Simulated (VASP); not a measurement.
Input for VASP

INCAR:
```
SYSTEM  =  HgTe
PREC  =  Accurate; ENCUT  =  400; LREAL  =  .False.
LASPH  =  .True.
EDIFF  =  1E-7; NELM  =  100; ALGO  =  Normal
LMAXMIX  =  6
ISMEAR  =  -5
GGA  =  PS
ISIF  =  2
LWAVE  =  .False.; LCHARG  =  .True.; LORBIT  =  11
NEDOS  =  601
LEFG  =  .True.
```

### POSCAR
```
HgTe
1
    4.5193445276     0.0000000000    -0.0000000000
   -2.2596722638     3.9138673182    -0.0000000000
   -0.0000000000    -0.0000000000    10.1735602423
Hg Te
3 3
Direct
  0.6488436951   0.6488436951   0.0000000000
  0.3511563049   0.0000000000   0.6666670000
  0.0000000000   0.3511563049   0.3333330000
  0.5414481077   0.5414481077   0.5000000000
  0.4585518923   0.0000000000   0.1666670000
  1.0000000000   0.4585518923   0.8333330000
```

**KPOINTS**
```
Automatic
0
gamma
6 6 3
0 0 0
```

POTCAR, in this order: Hg Te (PBE.64 set). Program: vasp_std.

Translate this PBEsol calculation to Quantum ESPRESSO's pw.x.

One equivalent input (not run):
```
&CONTROL
  calculation = 'scf'
  pseudo_dir = './pseudo'
  outdir = './out'
  tprnfor = .true.
  tstress = .true.
/
&SYSTEM
  ibrav = 0
  nat = 6
  ntyp = 2
  ecutwfc = 82.3
  occupations = 'tetrahedra'
  input_dft = 'pbesol'
/
&ELECTRONS
  conv_thr = 7.3e-09
  electron_maxstep = 100
/
ATOMIC_SPECIES
  Hg 200.592 Hg.upf
  Te 127.600 Te.upf
CELL_PARAMETERS angstrom
     4.5193445    0.0000000   -0.0000000
    -2.2596723    3.9138673   -0.0000000
    -0.0000000   -0.0000000   10.1735602
ATOMIC_POSITIONS crystal
  Hg   0.6488437  0.6488437  0.0000000
  Hg   0.3511563  0.0000000  0.6666670
  Hg   0.0000000  0.3511563  0.3333330
  Te   0.5414481  0.5414481  0.5000000
  Te   0.4585519  0.0000000  0.1666670
  Te   1.0000000  0.4585519  0.8333330
K_POINTS automatic
  6 6 3 0 0 0
```
Limits of the translation: the potentials are each code's own (VASP's PAW set, PseudoDojo norm-conserving files in pw.x), so ENCUT and ecutwfc are chosen apart and not converted; conv_thr bounds pw.x's estimated SCF error, while EDIFF bounds the energy change between steps; the field gradients of LEFG aren't asked of the other code.

The structure comes from a computed database's HgTe entry (P3_221); how it stands against other phases isn't given here. It was relaxed first, which changed the volume by -8 %.
